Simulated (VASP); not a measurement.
Given:

```yaml
crystal:
  lattice:
    - [0.00000, 2.43891, 2.43891]
    - [2.43891, 0.00000, 2.43891]
    - [2.43891, 2.43891, 0.00000]
  atoms:
    - { symbol: Be, position: [0.00000, 0.00000, 0.00000] }
    - { symbol: S, position: [0.25000, 0.25000, 0.25000] }
```

All values below come from PBE GGA, VASP's PBE PAW potentials (set 64) (plane waves; VASP 6.6.1). Settings: 520 eV cut-off, 8×8×8 Γ-centred mesh, Gaussian smearing of 0.050 eV, potentials Be S.

Question: Predict the energy per atom (σ→0), band gap (on the k-mesh) with the smallest direct gap where there is one.

Answer: 
```yaml
band gap (on the k-mesh): 3.15 eV
smallest direct gap (on the k-mesh): 5.68 eV
energy per atom (σ→0): -5.007 eV/atom
```

The absolute energy has meaning only against runs of the same code, potentials and settings.

The compound is BeS in the zinc blende structure. It was relaxed first.
